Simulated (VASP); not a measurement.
SiC:

```
Si C
1.0
     3.08000    0.00000    0.00000
    -1.54000    2.66736    0.00000
     0.00000    0.00000    5.04000
Si C
2 2
Direct
  0.00000 0.00000 0.00000
  0.33333 0.66667 0.50000
  0.00000 0.00000 0.37500
  0.33333 0.66667 0.87500
```

The cell was built by a generator and needn't be a form met in nature.

* Program: VASP 6.6.1
* Task: relaxation of cell and atoms
* Functional: LDA
* Potentials or basis: VASP PAW LDA potentials, release 64 (Si, C)
* Cutoff: 600 eV
* k mesh: 10 × 10 × 6
* Occupations: fermi-dirac, width 0.05 eV
* Spin: no spin polarisation

At the start: pressure -4.2 GPa; volume 10.35 Å³/atom.

**Question.** Where does the relaxation end?

**Answer.** Over 6 steps the energy falls by 2.9 meV/atom and the volume is 10.15 Å³/atom (-1.9 %); space group P6_3mc (No. 186, to 0.05 Å).

Step by step:
```
step  energy change (eV)  largest force (eV/Å)  pressure (GPa)  volume (Å³)
   1              0.0000                0.1033           -4.24        41.41
   2              0.0032                0.1577            5.00        39.79
   3             -0.0115                0.0140           -0.08        40.63
   4             -0.0115                0.0163            0.01        40.62
   5             -0.0115                0.0137            0.13        40.60
   6             -0.0115                0.0026            0.06        40.61
```

Final structure:
```
Si C
1.0
     3.05708    0.00000    0.00000
    -1.52854    2.64751    0.00000
     0.00000    0.00000    5.01744
Si C
2 2
Direct
  0.00000 0.00000 0.99959
  0.33333 0.66667 0.49959
  0.00000 0.00000 0.37541
  0.33333 0.66667 0.87541
```
